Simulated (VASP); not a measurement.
**WC (Qusongite): how cutoff and mesh change the relaxed cell**

How far does the relaxed cell of WC (Qusongite) depend on cutoff and k mesh? The starting structure is a measured crystal structure from the Crystallography Open Database.

Program: VASP 6.6.1. Level of theory: Kohn-Sham DFT with plane waves and PAW; PBEsol. Results are calculated unless marked as measured.

### Step 1. Set-up

It takes space group P-6m2 (No. 187, hexagonal). Conventional cell: a = 2.907 Å, b = 2.907 Å, c = 2.837 Å, α = 90.00°, β = 90.00°, γ = 120.00°. Nearest to W lie 6 C at 2.20 Å. C has 6 W at 2.20 Å nearest. Farther neighbours are not listed.

Coordinates:

```
W C
1.0
     2.90650    0.00000    0.00000
    -1.45325    2.51710    0.00000
     0.00000    0.00000    2.83660
W C
1 1
Direct
  0.00000 0.00000 0.00000
  0.66667 0.33333 0.50000
```

### Step 2. Reference relaxation

Contents of INCAR:

```
SYSTEM = WC
PREC = Accurate
ENCUT = 520
EDIFF = 1E-06
NELM = 100
ISMEAR = 0
SIGMA = 0.03
LREAL = .FALSE.
ALGO = Normal
GGA = PS
LORBIT = 11
LWAVE = .FALSE.
LCHARG = .FALSE.
KPAR = 2
IBRION = 2
NSW = 50
ISIF = 3
EDIFFG = -0.01
```

Contents of POSCAR:

```
WC
1.0
    2.9065000000      0.0000000000      0.0000000000
   -1.4532500000      2.5171028361      0.0000000000
    0.0000000000      0.0000000000      2.8366000000
W C
1 1
Direct
    0.0000000000      0.0000000000      0.0000000000
    0.6666666667      0.3333333333      0.5000000000
```

Contents of KPOINTS:

```
Automatic mesh
0
Gamma
8 8 8
0 0 0
```

The projector-augmented-wave data sets are W and C (PBE family, release 64).

The run is started by

```console
> mpirun -np 2 vasp_std
```

What it wrote:

```text
[banner, memory and clock lines left out]
running    2 mpi-ranks, on    1 nodes
 distrk:  each k-point on    1 cores,    2 groups
 distr:  one band on    1 cores,    1 groups

 POSCAR found type information on POSCAR W C
 POSCAR found :  2 types and       2 ions
|                                                                             |
|               ----> ADVICE to this user running VASP <----                  |
|                                                                             |
|     You enforced a specific xc type in the INCAR file but a different       |
|     [... a line on the potential file left out ...]
|     I HOPE YOU KNOW WHAT YOU ARE DOING!                                     |
|                                                                             |

 LDA part: xc-table for (Slater+PW92), standard interpolation
 POSCAR, INCAR and KPOINTS ok, starting setup
 FFT: planning ... GRIDC
 FFT: planning ... GRID_SOFT
 FFT: planning ... GRID
 WAVECAR not read
 entering main loop
       N       E                     dE             d eps       ncg     rms          rms(c)
DAV:   1     0.241617897886E+02    0.24162E+02   -0.51583E+03   908   0.100E+03
DAV:   2    -0.250657012040E+02   -0.49227E+02   -0.48119E+02  1163   0.228E+02
DAV:   3    -0.269271350938E+02   -0.18614E+01   -0.18407E+01  1154   0.352E+01
DAV:   4    -0.269564164451E+02   -0.29281E-01   -0.29130E-01  1259   0.379E+00
DAV:   5    -0.269566471847E+02   -0.23074E-03   -0.23066E-03  1118   0.242E-01    0.345E+01
DAV:   6    -0.241330532465E+02    0.28236E+01   -0.15923E+01  1026   0.265E+01    0.119E+01
DAV:   7    -0.240288709983E+02    0.10418E+00   -0.61140E-01   950   0.703E+00    0.831E+00
DAV:   8    -0.239877724697E+02    0.41099E-01   -0.11183E-01  1011   0.285E+00    0.143E+00
DAV:   9    -0.239845445989E+02    0.32279E-02   -0.11718E-02   952   0.755E-01    0.255E-01
DAV:  10    -0.239843895732E+02    0.15503E-03   -0.82531E-04  1093   0.276E-01    0.195E-01
DAV:  11    -0.239843723669E+02    0.17206E-04   -0.65210E-05  1011   0.670E-02    0.160E-02
DAV:  12    -0.239843708204E+02    0.15464E-05   -0.24580E-06   821   0.122E-02    0.106E-02
DAV:  13    -0.239843707163E+02    0.10411E-06   -0.70070E-07   475   0.807E-03
   1 F= -.23984371E+02 E0= -.23984159E+02  d E =-.239844E+02
[...]
2 F= -.23960230E+02 E0= -.23960153E+02  d E =0.241410E-01
[...]
3 F= -.23987431E+02 E0= -.23987313E+02  d E =-.306021E-02
[...]
4 F= -.23987432E+02 E0= -.23987315E+02  d E =-.306109E-02
[...]
5 F= -.23987434E+02 E0= -.23987331E+02  d E =-.177177E-05
 trial-energy change:   -0.000002  1 .order   -0.000002   -0.000067    0.000063
 step:   0.4367(harm=  0.4367)  dis= 0.00000  next Energy=   -23.987449 (dE=-0.171E-04)
 bond charge predicted
       N       E                     dE             d eps       ncg     rms          rms(c)
DAV:   1    -0.239874554736E+02   -0.21606E-04   -0.68325E-04   908   0.229E-01    0.139E-02
DAV:   2    -0.239874507495E+02    0.47241E-05   -0.11577E-05  1062   0.329E-02    0.109E-02
DAV:   3    -0.239874491624E+02    0.15872E-05   -0.37462E-06   940   0.133E-02    0.152E-03
DAV:   4    -0.239874491447E+02    0.17623E-07   -0.21919E-07   458   0.372E-03
   6 F= -.23987449E+02 E0= -.23987340E+02  d E =-.173336E-04
 curvature:  -0.22 expect dE=-0.214E-06 dE for cont linesearch -0.145E-08
 trial: gam=-0.00651 g(F)=  0.272E-48 g(S)=  0.976E-06 ort = 0.722E-06 (trialstep = 0.769E+00)
 search vector abs. value=  0.970E-06
 reached required accuracy - stopping structural energy minimisation
```

It took 6.6 s on 2 MPI ranks of Intel Xeon 6975P-C (Granite Rapids), shared host; peak memory 0.28 GiB; 12 s of CPU time.

The logs omit lines about the potential files and the build; timing stands in the text.

From OUTCAR (step 2):

```text
ion  position               nearest neighbor table
   1  0.000  0.000  0.000-   2 2.20   2 2.20   2 2.20   2 2.20   2 2.20   2 2.20
   2  0.667  0.333  0.500-   1 2.20   1 2.20   1 2.20   1 2.20   1 2.20   1 2.20

  LATTYP: Found a hexagonal cell.
 ALAT       =     2.9065000000
 C/A-ratio  =     0.9759504559

 Subroutine GETGRP returns: Found 12 space group operations
 (whereof 12 operations were pure point group operations)

The static configuration has the point symmetry D_3h.

 Found     50 irreducible k-points:

   k-points           NKPTS =     50   k-points in BZ     NKDIM =     50   number of bands    NBANDS=      9

   dimension x,y,z NGX =    24 NGY =   24 NGZ =   24
   dimension x,y,z NGXF=    48 NGYF=   48 NGZF=   48

   ENCUT  =  520.0 eV  38.22 Ry    6.18 a.u.   5.40  5.40  5.27*2*pi/ulx,y,z

   NELECT =      10.0000    total number of electrons

 k-points in reciprocal lattice and weights: Automatic mesh
   0.00000000  0.00000000  0.00000000       0.002
   0.12500000  0.00000000  0.00000000       0.012
   0.25000000  0.00000000  0.00000000       0.012
   0.37500000  0.00000000  0.00000000       0.012
   0.50000000  0.00000000  0.00000000       0.006
   0.12500000  0.12500000  0.00000000       0.012
   0.25000000  0.12500000  0.00000000       0.023
   0.37500000  0.12500000  0.00000000       0.023
   0.25000000  0.25000000  0.00000000       0.012
[...]
0.25000000  0.25000000  0.50000000       0.012
   0.37500000  0.25000000  0.50000000       0.012

 average (electrostatic) potential at core
       1 -36.8925       2 -46.2092

 E-fermi :   8.2799

 k-point     1 :       0.0000    0.0000    0.0000
  band No.  band energies     occupation
      1      -6.2201      2.00000
      2       3.9062      2.00000
      3       4.9009      2.00000
      4       4.9009      2.00000
      5       8.4674      0.00000
      6      11.5345      0.00000
      7      11.5345      0.00000
      8      14.0378      0.00000
      9      14.0378      0.00000

 k-point     2 :       0.1250    0.0000    0.0000
  band No.  band energies     occupation
      1      -5.8291      2.00000
      2       3.8433      2.00000
      3       4.5773      2.00000
      4       5.2841      2.00000
      5       7.4318      2.00000
      6      11.3913      0.00000
      7      12.6914      0.00000
      8      13.2740      0.00000
      9      13.7642      0.00000

 k-point     3 :       0.2500    0.0000    0.0000
  band No.  band energies     occupation
      1      -4.7926      2.00000
      2       2.6988      2.00000
      3       4.9907      2.00000
      4       5.9901      2.00000
      5       6.2765      2.00000
      6      11.0635      0.00000
      7      12.0905      0.00000
      8      13.2400      0.00000
      9      14.2717      0.00000

  Total        0.0032603      0.0032603      0.0043833      0.0000000      0.0000000      0.0000000
  in kB        0.2542398      0.2542398      0.3418144      0.0000000      0.0000000      0.0000000
  external PRESSURE =       0.2834313 kB  Pullay stress =       0.0000000 kB

  energy-cutoff  :      520.00
  volume of cell :       20.55
      direct lattice vectors                 reciprocal lattice vectors
     2.899570740  0.000000000  0.000000000     0.344878635  0.199115773 -0.000000000
    -1.449785370  2.511101921  0.000000000    -0.000000000  0.398231546  0.000000000
     0.000000000 -0.000000000  2.821807496    -0.000000000 -0.000000000  0.354382785

 POSITION                                       TOTAL-FORCE (eV/Angst)
 -----------------------------------------------------------------------------------
      0.00000     -0.00000      0.00000         0.000000      0.000000      0.000000
      1.44979      0.83703      1.41090        -0.000000     -0.000000     -0.000000
 -----------------------------------------------------------------------------------
    total drift:                               -0.000000      0.000000      0.000000

  FREE ENERGIE OF THE ION-ELECTRON SYSTEM (eV)
  ---------------------------------------------------
  free  energy   TOTEN  =       -23.9874491447 eV

  energy  without entropy=      -23.9872308876  energy(sigma->0) =      -23.98734002

 reached required accuracy - stopping structural energy minimisation

 total charge
# of ion       s       p       d       tot
------------------------------------------
    1        0.629   0.890   4.425   5.944
    2        0.850   1.565   0.000   2.415
--------------------------------------------------
tot          1.479   2.455   4.425   8.360

[... 3 further parts left out ...]
```

CONTCAR:

```
WC
   1.00000000000000
     2.8995707397532295    0.0000000000000000    0.0000000000000000
    -1.4497853698766148    2.5111019206968592    0.0000000000000000
     0.0000000000000000   -0.0000000000000000    2.8218074960657078
  W               C
     1     1
Direct
     0.0000000000000000    0.0000000000000000    0.0000000000000000
     0.6666666667000030    0.3333333332999970    0.5000000000000000
```

The run shows no gap at this level; if that holds and bands cross the Fermi level widely, this k-mesh is coarse for it. The PAW data sets were made with PBE, which is usual practice but a small mismatch for other functionals. The data set W keeps the semicore shell frozen, which is cheaper and a little less accurate. The run keeps the 12 symmetry operations of its start, so it cannot find a distortion of lower symmetry.

The reference relaxation ends at 10.273 Å³ an atom.

### Step 3. Relaxation with a cutoff of 400 eV

Against step 2 the input has ENCUT = 400.

Changes to INCAR since step 2:

```diff
@@ -2,3 +2,3 @@
 PREC = Accurate
-ENCUT = 520
+ENCUT = 400
 EDIFF = 1E-06
```

POSCAR is that of step 2.

KPOINTS is that of step 2.

The run is started by

```console
> mpirun -np 2 vasp_std
```

What it wrote:

```text
[banner, memory and clock lines left out]
running    2 mpi-ranks, on    1 nodes
[...]
[... a notice as in an earlier step ...]

 LDA part: xc-table for (Slater+PW92), standard interpolation
 POSCAR, INCAR and KPOINTS ok, starting setup
[...]
entering main loop
       N       E                     dE             d eps       ncg     rms          rms(c)
DAV:   1     0.116756637741E+02    0.11676E+02   -0.43435E+03   908   0.797E+02
DAV:   2    -0.257089040061E+02   -0.37385E+02   -0.35423E+02  1208   0.193E+02
DAV:   3    -0.269325322940E+02   -0.12236E+01   -0.12154E+01  1132   0.295E+01
DAV:   4    -0.269437593261E+02   -0.11227E-01   -0.11217E-01  1308   0.269E+00
[...]
DAV:  11    -0.239883350822E+02    0.16341E-04   -0.63784E-05   997   0.662E-02    0.152E-02
DAV:  12    -0.239883334761E+02    0.16061E-05   -0.22662E-06   774   0.117E-02    0.876E-03
DAV:  13    -0.239883334331E+02    0.43022E-07   -0.54412E-07   483   0.713E-03
   1 F= -.23988333E+02 E0= -.23988121E+02  d E =-.239883E+02
[... from here on, the cycles between the ionic steps are left out ...]
   2 F= -.23948211E+02 E0= -.23948135E+02  d E =0.401221E-01
   3 F= -.23992970E+02 E0= -.23992861E+02  d E =-.463639E-02
   4 F= -.23992972E+02 E0= -.23992864E+02  d E =-.463819E-02
   5 F= -.23992970E+02 E0= -.23992864E+02  d E =-.463641E-02
   6 F= -.23992962E+02 E0= -.23992861E+02  d E =0.814045E-05
   7 F= -.23992980E+02 E0= -.23992877E+02  d E =-.104151E-04
[...]
reached required accuracy - stopping structural energy minimisation
```

Elapsed: 5.2 s, on 2 MPI ranks; peak memory 0.25 GiB; 9.3 s of CPU time.

Parts of OUTCAR (step 3):

```text
  Total       -0.0000788     -0.0000788     -0.0106330      0.0000000      0.0000000      0.0000000
  in kB       -0.0061618     -0.0061618     -0.8311112      0.0000000      0.0000000      0.0000000
  external PRESSURE =      -0.2811449 kB  Pullay stress =       0.0000000 kB

 POSITION                                       TOTAL-FORCE (eV/Angst)
 -----------------------------------------------------------------------------------
      0.00000     -0.00000      0.00000        -0.000000     -0.000000      0.000000
      1.44848      0.83628      1.41014         0.000000      0.000000     -0.000000
 -----------------------------------------------------------------------------------
    total drift:                               -0.000000      0.000000      0.000000

  FREE ENERGIE OF THE ION-ELECTRON SYSTEM (eV)
  ---------------------------------------------------
  free  energy   TOTEN  =       -23.9929802619 eV

  energy  without entropy=      -23.9927730022  energy(sigma->0) =      -23.99287663

[... 2 parts as in an earlier step ...]

[... 2 further parts left out ...]
[key lines of the parts left out:]
E-fermi :   8.3085
```

With a cutoff of 400 eV the cell ends at 10.249 Å³ an atom, -0.23 % from the reference.

### Step 4. Relaxation with a 5×5×4 mesh

Against step 2 the input has a 5×5×4 mesh.

Changes to INCAR since step 3:

```diff
@@ -2,3 +2,3 @@
 PREC = Accurate
-ENCUT = 400
+ENCUT = 520
 EDIFF = 1E-06
```

POSCAR is that of step 3.

Contents of KPOINTS:

```
Automatic mesh
0
Gamma
5 5 4
0 0 0
```

The run is started by

```console
> mpirun -np 2 vasp_std
```

What it wrote:

```text
[... set-up lines as in an earlier step ...]
 entering main loop
       N       E                     dE             d eps       ncg     rms          rms(c)
DAV:   1     0.217449070195E+02    0.21745E+02   -0.50311E+03   278   0.993E+02
DAV:   2    -0.252465813270E+02   -0.46991E+02   -0.46172E+02   350   0.224E+02
DAV:   3    -0.269219794504E+02   -0.16754E+01   -0.16660E+01   366   0.367E+01
DAV:   4    -0.269351204541E+02   -0.13141E-01   -0.13132E-01   373   0.334E+00
[...]
DAV:  11    -0.239274629160E+02    0.42268E-05   -0.25923E-05   309   0.432E-02    0.136E-02
DAV:  12    -0.239274610178E+02    0.18982E-05   -0.17874E-06   180   0.997E-03    0.657E-03
DAV:  13    -0.239274611312E+02   -0.11338E-06   -0.15923E-07   138   0.436E-03
   1 F= -.23927461E+02 E0= -.23927191E+02  d E =-.239275E+02
[... from here on, the cycles between the ionic steps are left out ...]
   2 F= -.23910058E+02 E0= -.23909788E+02  d E =0.174030E-01
   3 F= -.23929695E+02 E0= -.23929425E+02  d E =-.223397E-02
   4 F= -.23929695E+02 E0= -.23929425E+02  d E =-.223368E-02
   5 F= -.23929687E+02 E0= -.23929417E+02  d E =0.794606E-05
   6 F= -.23929727E+02 E0= -.23929457E+02  d E =-.322335E-04
[...]
reached required accuracy - stopping structural energy minimisation
```

Run time: 3.6 s. Hardware: 2 MPI ranks; peak memory 0.26 GiB.

OUTCAR, selected parts (step 4):

```text
  Total        0.0036062      0.0036062      0.0069824     -0.0000000     -0.0000000      0.0000000
  in kB        0.2805900      0.2805900      0.5432809     -0.0000000     -0.0000000      0.0000000
  external PRESSURE =       0.3681536 kB  Pullay stress =       0.0000000 kB

 POSITION                                       TOTAL-FORCE (eV/Angst)
 -----------------------------------------------------------------------------------
      0.00000      0.00000      0.00000        -0.000000     -0.000000      0.000000
      1.45128      0.83790      1.41113         0.000000      0.000000     -0.000000
 -----------------------------------------------------------------------------------
    total drift:                               -0.000000      0.000000      0.000000

  FREE ENERGIE OF THE ION-ELECTRON SYSTEM (eV)
  ---------------------------------------------------
  free  energy   TOTEN  =       -23.9297270427 eV

  energy  without entropy=      -23.9291877321  energy(sigma->0) =      -23.92945739

[... 1 part as in an earlier step ...]

[... 3 further parts left out ...]
[key lines of the parts left out:]
E-fermi :   8.8269
```

With a 5×5×4 mesh the cell ends at 10.296 Å³ an atom, +0.22 % from the reference.

(Part 1 of 2 ends here.)

[Lines on the potential files, build, host, timing and source positions are cut from VASP's logs without a mark.]

[Logs are printed without paths, hosts, clocks, repeated set-up lines and the standing remarks that a program may print on its own settings, such as how far it seeks lower states.]

[Hosts, paths, dates, database ids (printed as entryN), source tags and the programs' standing remarks are cut or masked in the printed files.]
